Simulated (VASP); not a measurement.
VASP input:

INCAR:
```
SYSTEM = TbSb
PREC = Accurate
ENCUT = 400
EDIFF = 1E-6
NELM = 100
ALGO = Normal
LREAL = .FALSE.
LASPH = .TRUE.
ISMEAR = 1
SIGMA = 0.1
GGA = PE
LMAXMIX = 6
LWAVE = .FALSE.
LCHARG = .FALSE.
ISIF = 2
```

File POSCAR:
```
TbSb
1
    4.9572840000     0.0000000000     0.0000000000
   -2.4786420000     4.2931340000     0.0000000000
    0.0000000000     0.0000000000     8.1188870000
Tb Sb
2 2
Direct
  0.6666670000   0.3333330000   0.0000000000
  0.3333330000   0.6666670000   0.5000000000
  0.6666670000   0.3333330000   0.6252000000
  0.3333330000   0.6666670000   0.1252000000
```

### KPOINTS
```
Automatic mesh
0
Gamma
6 6 3
0 0 0
```

POTCAR, in this order: Tb_3 Sb (PBE.64 set). Program: vasp_gam.

What happens when VASP runs on this input?

There is a fault: the Γ-only program was given a k-mesh. VASP stops with an error: You are using the Gamma-point-only version with more than one k-point or some other non-Gamma k-point. ----> I REFUSE TO CONTINUE WITH THIS SICK JOB ... BYE!!! <----

File standard output:
```
 POSCAR found type information on POSCAR TbSb
 POSCAR found :  2 types and       4 ions
 Reading from existing POTCAR
 Reading from existing POTCAR
 LDA part: xc-table for (Slater+PW92), standard interpolation

 -----------------------------------------------------------------------------
|                                                                             |
|     EEEEEEE  RRRRRR   RRRRRR   OOOOOOO  RRRRRR      ###     ###     ###     |
|     E        R     R  R     R  O     O  R     R     ###     ###     ###     |
|     E        R     R  R     R  O     O  R     R     ###     ###     ###     |
|     EEEEE    RRRRRR   RRRRRR   O     O  RRRRRR       #       #       #      |
|     E        R   R    R   R    O     O  R   R                               |
|     E        R    R   R    R   O     O  R    R      ###     ###     ###     |
|     EEEEEEE  R     R  R     R  OOOOOOO  R     R     ###     ###     ###     |
|                                                                             |
|     You are using the Gamma-point-only version with more than one           |
|     k-point or some other non-Gamma k-point.                                |
|                                                                             |
|       ---->  I REFUSE TO CONTINUE WITH THIS SICK JOB ... BYE!!! <----       |
|                                                                             |
 -----------------------------------------------------------------------------
```

To mend it, run vasp_std.

The mended run (PBE GGA, plane waves, VASP's PBE PAW potentials (set 64)) converges, and its OSZICAR ends with
```
   1 F= -.19912291E+02 E0= -.19914151E+02  d E =0.558069E-02
```

The structure was generated: TbSb was put into the wurtzite type (P6_3mc), which need not be its known phase. The cell was not relaxed at this level. The 4f electrons are frozen in the core of the lanthanide potential, so 4f levels, which can set the real gap, and their magnetism are missing.
